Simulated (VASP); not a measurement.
All values below come from HSE06 screened hybrid (exact exchange on a k-mesh reduced by 2x2x2), VASP's PBE PAW potentials (set 64) (plane waves; VASP 6.6.1).

VASP input:

### INCAR
```
PRECFOCK = Fast
LASPH = .TRUE.   ! aspherical one-centre terms
NKREDX = 2
GGA = PE   ! PBE
NELM = 50
ISMEAR = 0
LWAVE = .FALSE.
LREAL = .FALSE.   ! projection in real space or not
ISIF = 0
LMAXMIX = 4   ! l cut-off of mixed one-centre charges
AEXX = 0.25
NELMIN = 4
NKREDY = 2
SIGMA = 0.05
ENCUT = 400
ISYM = 3
NKREDZ = 2
LHFCALC = .TRUE.
EDIFF = 1E-5
HFSCREEN = 0.2   ! 1/Angstrom
SYSTEM = Ge
LCHARG = .FALSE.
PREC = Normal
ALGO = Normal   ! blocked Davidson
```

File POSCAR:
```
Ge
1
    0.0000000000     2.8918488805     2.8918488805
    2.8918488805     0.0000000000     2.8918488805
    2.8918488805     2.8918488805     0.0000000000
Ge
2
Direct
  0.0000000000   0.0000000000   0.0000000000
  0.2500000000   0.2500000000   0.2500000000
```

**KPOINTS**
```
Automatic mesh
0
Gamma
 8 8 8
```

POTCAR, in this order: Ge (PBE.64 set). Program: vasp_std. Read from the step before: WAVECAR.

What VASP printed:

File OSZICAR:
```
       N       E                     dE             d eps       ncg     rms          rms(c)
DAV:   1    -0.106689041393E+02   -0.10669E+02   -0.71121E-01   544   0.728E+00    0.122E+00
DAV:   2    -0.106737918081E+02   -0.48877E-02   -0.91534E-03   544   0.665E-01    0.801E-01
DAV:   3    -0.106724712906E+02    0.13205E-02   -0.82233E-04   528   0.179E-01    0.466E-01
DAV:   4    -0.106719276003E+02    0.54369E-03   -0.27467E-04   528   0.102E-01    0.264E-01
DAV:   5    -0.106717382276E+02    0.18937E-03   -0.91086E-05   552   0.593E-02    0.149E-01
DAV:   6    -0.106716753057E+02    0.62922E-04   -0.29221E-05   496   0.344E-02    0.839E-02
DAV:   7    -0.106716540777E+02    0.21228E-04   -0.92580E-06   248   0.202E-02    0.475E-02
DAV:   8    -0.106716463126E+02    0.77652E-05   -0.39143E-06   232   0.140E-02
   1 F= -.10671646E+02 E0= -.10671646E+02  d E =-.121922E-06
```

OUTCAR:
```
------------------------ aborting loop because EDIFF is reached ----------------------------------------
  volume of cell :       48.37
      direct lattice vectors                 reciprocal lattice vectors
     0.000000000  2.891848880  2.891848880    -0.172899768  0.172899768  0.172899768
     2.891848880  0.000000000  2.891848880     0.172899768 -0.172899768  0.172899768
     2.891848880  2.891848880  0.000000000     0.172899768  0.172899768 -0.172899768
 POSITION                                       TOTAL-FORCE (eV/Angst)
 -----------------------------------------------------------------------------------
      0.00000      0.00000      0.00000         0.000000      0.000000      0.000000
      1.44592      1.44592      1.44592        -0.000000     -0.000000     -0.000000
 -----------------------------------------------------------------------------------
    total drift:                               -0.000000      0.000000      0.000000
  FREE ENERGIE OF THE ION-ELECTRON SYSTEM (eV)
  ---------------------------------------------------
  free  energy   TOTEN  =       -10.6716463126 eV

  energy  without entropy=      -10.6716461906  energy(sigma->0) =      -10.67164625

  exchange ACFDT corr.  =         0.00000000  see jH, gK, PRB 81, 115126
```
(Selected blocks of OUTCAR.)

Exact exchange is summed on a reduced mesh (NKRED).

The compound is Ge in the diamond structure. It was relaxed first, which changed the volume by +7 %. The cell's shape comes from a PBE relaxation.
